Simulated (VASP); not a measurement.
Energy against volume of K (bcc). Method: revPBE GGA, VASP's PBE PAW potentials (set 64) (plane waves; VASP). Settings: 520 eV cut-off, 10×10×10 Γ-centred mesh, first-order Methfessel-Paxton smearing of 0.10 eV, potentials K_sv.

```csv
V (Å³/atom),E (eV/atom)
76.616,-0.94248
78.985,-0.94373
81.355,-0.94354
83.724,-0.94212
```

Q: Fit these four points and predict the energy of the run at 74.246 Å³/atom.

A: A cubic in V^(−2/3), the third-order Birch-Murnaghan form, passes through the four points with V0 = 79.82 Å³/atom and B0 = 3 GPa, and gives -0.9395 eV/atom there. The run gave -0.9396 eV/atom, -0.0 meV/atom from the fit; all five points give B0 = 3 GPa.

The compound is K in the bcc structure. It was relaxed first, which changed the volume by +8 %.
